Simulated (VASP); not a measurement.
Calculation: r2SCAN meta-GGA, VASP's PBE PAW potentials (set 64) (plane waves; VASP 6.6.1).

VASP input:

### KPOINTS_OPT
```
k-points along high-symmetry lines
10
Line-mode
Reciprocal
  0.000000   0.000000   0.000000 ! GAMMA
 -0.500000  -0.500000   0.000000 ! X

 -0.500000  -0.500000   0.000000 ! X
 -0.375000  -0.375000   0.250000 ! U

 -0.375000  -0.000000   0.375000 ! K
  0.000000   0.000000   0.000000 ! GAMMA

  0.000000   0.000000   0.000000 ! GAMMA
  0.000000   0.000000   0.500000 ! L

  0.000000   0.000000   0.500000 ! L
 -0.500000  -0.250000   0.250000 ! W

 -0.500000  -0.250000   0.250000 ! W
 -0.500000  -0.500000   0.000000 ! X
```

INCAR:
```
# general
SYSTEM =InSb
PREC   =Accurate
ENCUT  =520
LREAL  =.FALSE.   # projection in real space or not
LASPH  =.TRUE.   # aspherical one-centre terms

# electronic loop
EDIFF  =1E-7   # SCF stop (eV)
NELM   =100   # most electronic steps
ALGO   =Normal
LMAXMIX=4   # l cut-off of mixed one-centre charges
LMIXTAU=.TRUE.

# smearing
ISMEAR =-5   # tetrahedra, Bloechl

# functional
METAGGA=R2SCAN

# ions
ISIF   =2

# output
LWAVE  =.FALSE.
LCHARG =.FALSE.
LORBIT =11
NEDOS  =601   # DOS grid
```

**KPOINTS**
```
Automatic
0
Gamma
11 11 11
```

POSCAR:
```
InSb
1
    0.0000000000     3.2788091544     3.2788091544
    3.2788091544     0.0000000000     3.2788091544
    3.2788091544     3.2788091544     0.0000000000
In Sb
1 1
Direct
  0.0000000000   0.0000000000   0.0000000000
  0.2500000000   0.2500000000   0.2500000000
```

POTCAR, in this order: In_d Sb (PBE.64 set). Program: vasp_std.

The resulting files:

File OSZICAR:
```
       N       E                     dE             d eps       ncg     rms          rms(c)
DAV:   1     0.690422413718E+02    0.69042E+02   -0.83347E+03  1456   0.140E+03
DAV:   2    -0.440804709485E+02   -0.11312E+03   -0.11109E+03  1506   0.312E+02
DAV:   3    -0.516450039545E+02   -0.75645E+01   -0.75242E+01  1906   0.887E+01
DAV:   4    -0.518605872895E+02   -0.21558E+00   -0.21550E+00  1827   0.174E+01
DAV:   5    -0.518694864231E+02   -0.88991E-02   -0.88989E-02  2073   0.282E+00    0.514E+00
DAV:   6    -0.488180884789E+02    0.30514E+01   -0.16999E+00  1746   0.286E+01    0.278E+00
DAV:   7    -0.486657313747E+02    0.15236E+00   -0.51042E-01  1521   0.105E+01    0.140E+00
DAV:   8    -0.488380322379E+02   -0.17230E+00   -0.38538E-01  1501   0.681E+00    0.973E-01
DAV:   9    -0.487442384275E+02    0.93794E-01   -0.41650E-02  1511   0.277E+00    0.652E-01
DAV:  10    -0.487573516251E+02   -0.13113E-01   -0.87865E-03  1566   0.107E+00    0.103E+00
DAV:  11    -0.487656508837E+02   -0.82993E-02   -0.33518E-02  1469   0.168E+00    0.376E-01
DAV:  12    -0.487678208617E+02   -0.21700E-02   -0.66036E-03  1741   0.559E-01    0.255E-01
DAV:  13    -0.487684645546E+02   -0.64369E-03   -0.43911E-04  1491   0.189E-01    0.303E-01
DAV:  14    -0.487682813862E+02    0.18317E-03   -0.67423E-05  1526   0.620E-02    0.324E-01
DAV:  15    -0.487681902240E+02    0.91162E-04   -0.22713E-05  1701   0.461E-02    0.351E-01
DAV:  16    -0.487646896059E+02    0.35006E-02   -0.11266E-02  1486   0.149E+00    0.143E+00
DAV:  17    -0.487676319160E+02   -0.29423E-02   -0.28257E-03  1456   0.564E-01    0.636E-01
DAV:  18    -0.487682367289E+02   -0.60481E-03   -0.11322E-03  1491   0.357E-01    0.231E-01
DAV:  19    -0.487682680989E+02   -0.31370E-04   -0.81430E-05  1481   0.122E-01    0.260E-02
DAV:  20    -0.487682738010E+02   -0.57021E-05   -0.15437E-05  1466   0.473E-02    0.171E-02
DAV:  21    -0.487682711416E+02    0.26594E-05   -0.18006E-05  1456   0.714E-02    0.203E-02
DAV:  22    -0.487682800104E+02   -0.88689E-05   -0.88040E-06  1456   0.373E-02    0.179E-02
DAV:  23    -0.487682799629E+02    0.47504E-07   -0.15515E-06  1531   0.150E-02    0.132E-02
DAV:  24    -0.487682798147E+02    0.14826E-06   -0.10830E-07  1258   0.474E-03    0.435E-03
DAV:  25    -0.487682798898E+02   -0.75156E-07   -0.10451E-07  1013   0.405E-03
   1 F= -.48768280E+02 E0= -.48768280E+02  d E =0.000000E+00
       N       E                     dE             ncg
       N       E                     dE             ncg
```

OUTCAR:
```
------------------------ aborting loop because EDIFF is reached ----------------------------------------
  FORCE on cell =-STRESS in cart. coord.  units (eV):
  Direction    XX          YY          ZZ          XY          YZ          ZX
  --------------------------------------------------------------------------------------
  Total       -0.0164065     -0.0164065     -0.0164065      0.0000000      0.0000000      0.0000000
  in kB       -0.3728619     -0.3728619     -0.3728619      0.0000000      0.0000000      0.0000000
  external PRESSURE =      -0.3728619 kB  Pullay stress =       0.0000000 kB
  volume of cell :       70.50
      direct lattice vectors                 reciprocal lattice vectors
     0.000000000  3.278809154  3.278809154    -0.152494389  0.152494389  0.152494389
     3.278809154  0.000000000  3.278809154     0.152494389 -0.152494389  0.152494389
     3.278809154  3.278809154  0.000000000     0.152494389  0.152494389 -0.152494389
  FREE ENERGIE OF THE ION-ELECTRON SYSTEM (eV)
  ---------------------------------------------------
  free  energy   TOTEN  =       -48.7682798898 eV

  energy  without entropy=      -48.7682798898  energy(sigma->0) =      -48.76827989

 total charge

# of ion       s       p       d       tot
------------------------------------------
    1        0.859   0.719   9.862  11.440
    2        1.112   1.338   0.019   2.470
--------------------------------------------------
tot          1.971   2.057   9.882  13.910
```
(Selected blocks of OUTCAR.)

The compound is InSb in the zinc blende structure. It was relaxed first.
